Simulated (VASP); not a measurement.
These are PBEsol GGA, VASP's PBE PAW potentials (set 64) (plane waves; VASP) values and carry that method's errors.

Input for VASP

KPOINTS:
```
Automatic mesh
0
Gamma
14 14 4
0 0 0
```

### POSCAR
```
P
1.0
  3.2406739091  -0.0000000644   0.0000000000
 -1.6203365477   2.8065060463   0.0000000000
  0.0000000000   0.0000000000  11.3740216530
P
4
Cartesian
 -0.0000013491   1.8710049449   0.6196160068
  1.6203387105   0.9355010370   6.3066268333
  1.6203387105   0.9355010370  10.7544056462
 -0.0000013491   1.8710049449   5.0673948197
```

**INCAR**
```
# general
SYSTEM  = P
PREC    = Accurate
ENCUT   = 400
LREAL   = F
LASPH   = T
NBANDS  = 42

# electronic loop
EDIFF   = 1E-7
NELM    = 100
ALGO    = Normal

# smearing
ISMEAR  = 0
SIGMA   = 0.01

# functional
GGA     = PS

# output
LWAVE   = F
LCHARG  = F
NEDOS   = 1001

# other
LOPTICS = T
CSHIFT  = 0.1
```

POTCAR, in this order: P (PBE.64 set). Program: vasp_std.

The run wrote:

OSZICAR:
```
       N       E                     dE             d eps       ncg     rms          rms(c)
DAV:   1     0.530062903946E+02    0.53006E+02   -0.57796E+03  6048   0.315E+02
DAV:   2    -0.196958371793E+02   -0.72702E+02   -0.68560E+02  7670   0.854E+01
DAV:   3    -0.230194962923E+02   -0.33237E+01   -0.32830E+01  7546   0.160E+01
DAV:   4    -0.230518544203E+02   -0.32358E-01   -0.32348E-01  7380   0.177E+00
DAV:   5    -0.230522752951E+02   -0.42087E-03   -0.42084E-03  7486   0.202E-01    0.100E+01
DAV:   6    -0.228802563173E+02    0.17202E+00   -0.28916E-02  7114   0.640E-01    0.589E+00
DAV:   7    -0.228108413296E+02    0.69415E-01   -0.75119E-02  7128   0.900E-01    0.262E-01
DAV:   8    -0.228114498377E+02   -0.60851E-03   -0.12979E-02  6820   0.336E-01    0.208E-01
DAV:   9    -0.228114924345E+02   -0.42597E-04   -0.33942E-04  7376   0.547E-02    0.126E-01
DAV:  10    -0.228115864536E+02   -0.94019E-04   -0.68468E-05  6792   0.243E-02    0.651E-02
DAV:  11    -0.228116086290E+02   -0.22175E-04   -0.27411E-05  7280   0.159E-02    0.138E-02
DAV:  12    -0.228116090065E+02   -0.37759E-06   -0.20834E-06  7318   0.403E-03    0.463E-03
DAV:  13    -0.228116132421E+02   -0.42356E-05   -0.51763E-06  6660   0.480E-03    0.216E-03
DAV:  14    -0.228116132680E+02   -0.25880E-07   -0.48482E-08  6980   0.614E-04
   1 F= -.22811613E+02 E0= -.22811613E+02  d E =-.223117E-17
 imaginary and real dielectric function
```

OUTCAR:
```
------------------------ aborting loop because EDIFF is reached ----------------------------------------
  FORCE on cell =-STRESS in cart. coord.  units (eV):
  Direction    XX          YY          ZZ          XY          YZ          ZX
  --------------------------------------------------------------------------------------
  Total       -0.0952418     -0.0952418      0.1061651     -0.0000000      0.0000000      0.0000000
  in kB       -1.4751051     -1.4751052      1.6442851     -0.0000002      0.0000000      0.0000000
  external PRESSURE =      -0.4353084 kB  Pullay stress =       0.0000000 kB
  volume of cell :      103.45
      direct lattice vectors                 reciprocal lattice vectors
     3.240673909 -0.000000064  0.000000000     0.308577796  0.178157421  0.000000000
    -1.620336548  2.806506046  0.000000000     0.000000007  0.356314932  0.000000000
     0.000000000  0.000000000 11.374021653     0.000000000  0.000000000  0.087919650
 POSITION                                       TOTAL-FORCE (eV/Angst)
 -----------------------------------------------------------------------------------
     -0.00000      1.87100      0.61962        -0.000000      0.000000      0.037506
      1.62034      0.93550      6.30663         0.000000     -0.000000      0.037506
      1.62034      0.93550     10.75441         0.000000     -0.000000     -0.037506
     -0.00000      1.87100      5.06739        -0.000000      0.000000     -0.037506
 -----------------------------------------------------------------------------------
    total drift:                               -0.000255      0.000117      0.000005
  FREE ENERGIE OF THE ION-ELECTRON SYSTEM (eV)
  ---------------------------------------------------
  free  energy   TOTEN  =       -22.8116132680 eV

  energy  without entropy=      -22.8116132680  energy(sigma->0) =      -22.81161327

 plasma frequency squared (from intraband transitions) (eV^2)
  --------------------------------------------------------------------------------------
       0.000       0.000       0.000
       0.000       0.000      -0.000
       0.000      -0.000       0.000

 plasma frequency squared (from interband transitions, int dw w eps(2)(w)) (eV^2)
  --------------------------------------------------------------------------------------
     232.063       0.000       0.000      -0.000      -0.000      -0.000
       0.000       0.000     232.063       0.000      -0.000      -0.000
      -0.000       0.000      -0.000       0.000     229.697       0.000
```
(Selected blocks of OUTCAR.)

The dielectric response may not be converged in the k-mesh; for small gaps it tends to come out too large.

The structure was generated: P was put into the lonsdaleite type (P6_3/mmc), which need not be its known phase. It was relaxed first, which changed the volume by +67 %.
